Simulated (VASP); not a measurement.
These are r2SCAN meta-GGA, VASP's PBE PAW potentials (set 64) (plane waves; VASP) values and carry that method's errors.

VASP ran on this input.

**KPOINTS**
```
Regular mesh
0
gamma
 11 11 11
```

### KPOINTS_OPT
```
k-points along high-symmetry lines
10
Line-mode
Reciprocal
  0.000000   0.000000   0.000000 ! GAMMA
  0.000000   0.500000   0.000000 ! X

  0.000000   0.500000   0.000000 ! X
  0.500000   0.500000   0.000000 ! M

  0.500000   0.500000   0.000000 ! M
  0.000000   0.000000   0.000000 ! GAMMA

  0.000000   0.000000   0.000000 ! GAMMA
  0.500000   0.500000   0.500000 ! R

  0.500000   0.500000   0.500000 ! R
  0.000000   0.500000   0.000000 ! X

  0.500000   0.500000   0.500000 ! R
  0.500000   0.500000   0.000000 ! M
```

File POSCAR:
```
Sr
1
    3.8120549481     0.0000000000     0.0000000000
    0.0000000000     3.8120549481     0.0000000000
    0.0000000000     0.0000000000     3.8120549481
Sr
1
Direct
  0.0000000000   0.0000000000   0.0000000000
```

INCAR:
```
SYSTEM  =  Sr
PREC  =  Accurate; ENCUT  =  400; LREAL  =  .FALSE.
LASPH  =  .TRUE.
EDIFF  =  1E-7; NELM  =  100; ALGO  =  Normal
LMAXMIX  =  4; LMIXTAU  =  .TRUE.
ISMEAR  =  -5
METAGGA  =  R2SCAN
ISIF  =  2
LWAVE  =  .FALSE.; LCHARG  =  .FALSE.; LORBIT  =  11
NEDOS  =  601
```

POTCAR, in this order: Sr_sv (PBE.64 set). Program: vasp_std.

The resulting files:

### OUTCAR
```
 ion  position               nearest neighbor table
   1  0.000  0.000  0.000-
  LATTYP: Found a simple cubic cell.
 ALAT       =     3.8120549481
 Subroutine PRICEL returns:
 Original cell was already a primitive cell.
 Subroutine GETGRP returns: Found 48 space group operations
The static configuration has the point symmetry O_h .
The dynamic configuration has the point symmetry O_h .
 Subroutine INISYM returns: Found 48 space group operations
 Subroutine IBZKPT returns following result:
 Found     56 irreducible k-points:

 Following reciprocal coordinates:
            Coordinates               Weight
  0.000000  0.000000  0.000000      1.000000
  0.090909  0.000000  0.000000      6.000000
  0.181818  0.000000  0.000000      6.000000
  0.272727  0.000000  0.000000      6.000000
  0.363636  0.000000  0.000000      6.000000
  0.454545  0.000000  0.000000      6.000000
  0.090909  0.090909  0.000000     12.000000
  0.181818  0.090909  0.000000     24.000000
  0.272727  0.090909  0.000000     24.000000
  0.363636  0.090909  0.000000     24.000000
  0.454545  0.090909  0.000000     24.000000
  0.181818  0.181818  0.000000     12.000000
  0.272727  0.181818  0.000000     24.000000
  0.363636  0.181818  0.000000     24.000000
  0.454545  0.181818  0.000000     24.000000
  0.272727  0.272727  0.000000     12.000000
  0.363636  0.272727  0.000000     24.000000
  0.454545  0.272727  0.000000     24.000000
  0.363636  0.363636  0.000000     12.000000
  0.454545  0.363636  0.000000     24.000000
  0.454545  0.454545  0.000000     12.000000
  0.090909  0.090909  0.090909      8.000000
  0.181818  0.090909  0.090909     24.000000
  0.272727  0.090909  0.090909     24.000000
  0.363636  0.090909  0.090909     24.000000
...
```

OSZICAR:
```
       N       E                     dE             d eps       ncg     rms          rms(c)
DAV:   1     0.158085477241E+02    0.15809E+02   -0.43747E+03  1016   0.803E+02
DAV:   2    -0.168177347979E+02   -0.32626E+02   -0.32444E+02  1178   0.156E+02
DAV:   3    -0.183623719609E+02   -0.15446E+01   -0.15347E+01  1530   0.274E+01
DAV:   4    -0.184329618012E+02   -0.70590E-01   -0.69711E-01  1511   0.459E+00
DAV:   5    -0.184341358674E+02   -0.11741E-02   -0.11730E-02  1650   0.371E-01    0.826E+00
DAV:   6    -0.147905823758E+02    0.36436E+01   -0.34853E+00  1053   0.946E+00    0.701E+00
DAV:   7    -0.146552409105E+02    0.13534E+00   -0.62312E-01  1093   0.597E+00    0.505E+00
DAV:   8    -0.154998242058E+02   -0.84458E+00   -0.61045E-01  1019   0.403E+00    0.160E+00
DAV:   9    -0.147156435772E+02    0.78418E+00   -0.73554E-01  1016   0.473E+00    0.636E-01
DAV:  10    -0.146975718395E+02    0.18072E-01   -0.14894E-01  1116   0.374E+00    0.215E-01
DAV:  11    -0.147341785920E+02   -0.36607E-01   -0.42651E-02  1033   0.227E+00    0.150E-01
DAV:  12    -0.147298685565E+02    0.43100E-02   -0.41322E-03  1243   0.820E-01    0.197E-01
DAV:  13    -0.147324447943E+02   -0.25762E-02   -0.23194E-04  1352   0.155E-01    0.663E-02
DAV:  14    -0.147227337249E+02    0.97111E-02   -0.55885E-03  1034   0.780E-01    0.703E-02
DAV:  15    -0.147226654388E+02    0.68286E-04   -0.54620E-04  1408   0.239E-01    0.460E-02
DAV:  16    -0.147225896880E+02    0.75751E-04   -0.14401E-05  1617   0.285E-02    0.513E-02
DAV:  17    -0.147223946538E+02    0.19503E-03   -0.10609E-04  1188   0.513E-02    0.469E-02
DAV:  18    -0.147223899666E+02    0.46872E-05   -0.93254E-06  1546   0.216E-02    0.468E-02
DAV:  19    -0.147223810279E+02    0.89386E-05   -0.15542E-04  1174   0.125E-01    0.257E-02
DAV:  20    -0.147223790434E+02    0.19845E-05   -0.31390E-06  1658   0.140E-02    0.183E-02
DAV:  21    -0.147223776189E+02    0.14245E-05   -0.15711E-06  1119   0.115E-02    0.146E-02
DAV:  22    -0.147223727995E+02    0.48194E-05   -0.20307E-06  1112   0.129E-02    0.294E-03
DAV:  23    -0.147223745322E+02   -0.17328E-05   -0.10063E-06  1078   0.104E-02    0.423E-03
DAV:  24    -0.147223735486E+02    0.98360E-06   -0.34283E-07  1054   0.524E-03    0.107E-03
DAV:  25    -0.147223735282E+02    0.20490E-07   -0.21422E-08   646   0.127E-03
   1 F= -.14722374E+02 E0= -.14722374E+02  d E =0.000000E+00
       N       E                     dE             ncg
       N       E                     dE             ncg
```

File OUTCAR:
```
------------------------ aborting loop because EDIFF is reached ----------------------------------------
  FORCE on cell =-STRESS in cart. coord.  units (eV):
  Direction    XX          YY          ZZ          XY          YZ          ZX
  --------------------------------------------------------------------------------------
  Total       -0.0511831     -0.0511831     -0.0511831      0.0000000     -0.0000000      0.0000000
  in kB       -1.4803328     -1.4803328     -1.4803328      0.0000000     -0.0000000      0.0000000
  external PRESSURE =      -1.4803328 kB  Pullay stress =       0.0000000 kB
  volume of cell :       55.40
      direct lattice vectors                 reciprocal lattice vectors
     3.812054948  0.000000000  0.000000000     0.262325705  0.000000000  0.000000000
     0.000000000  3.812054948  0.000000000     0.000000000  0.262325705  0.000000000
     0.000000000  0.000000000  3.812054948     0.000000000  0.000000000  0.262325705
 POSITION                                       TOTAL-FORCE (eV/Angst)
 -----------------------------------------------------------------------------------
      0.00000      0.00000      0.00000         0.000000      0.000000      0.000000
 -----------------------------------------------------------------------------------
    total drift:                               -0.000000      0.000000     -0.000000
  FREE ENERGIE OF THE ION-ELECTRON SYSTEM (eV)
  ---------------------------------------------------
  free  energy   TOTEN  =       -14.7223735282 eV

  energy  without entropy=      -14.7223735282  energy(sigma->0) =      -14.72237353

 total charge

# of ion       s       p       d       tot
------------------------------------------
    1        2.048   5.806   0.153   8.008
```
(Selected blocks of OUTCAR.)

For a metal the tetrahedron method with Blöchl corrections gives inexact stress and forces.

The structure was generated: Sr was put into the simple-cubic type (Pm-3m), which need not be its known phase. It was relaxed first, which changed the volume by -12 %.
